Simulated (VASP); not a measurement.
KBr has the cubic space group Fm-3m (No. 225), the rock salt structure, Pearson symbol cF8. Cell: a = 6.5802 Å, b = 6.5802 Å, c = 6.5802 Å, α = 90.00°, β = 90.00°, γ = 90.00°. K on 4a sees 6 Br at 3.290 Å (octahedral). Br on 4b has 6 K at 3.290 Å (octahedral). (Neighbours: up to the widest gap in distance over summed covalent radii, below 1.35, at either atom; cation-cation and far metal-metal contacts left out.)
(The calculation used a cell of 2 atoms; values per cell refer to that cell.)

Computed with rev-vdW-DF2, VASP's PBE PAW potentials (set 64) (plane waves; VASP 6.6.1). Run with 520 eV cut-off, 7×7×7 Γ-centred mesh, Gaussian smearing of 0.050 eV, potentials K_sv Br.

### Question
Give the energy at these volumes per atom, relative to the lowest: 33.41, 34.47, 35.54, 36.61, 37.67 Å³.

### Answer
7.7, 1.9, 0.0, 1.3, 5.3 meV/atom. A third-order Birch-Murnaghan fit gives B0 = 16.0 GPa and B0′ = 4.9.

The compound is KBr in the rock salt structure. It was relaxed first.
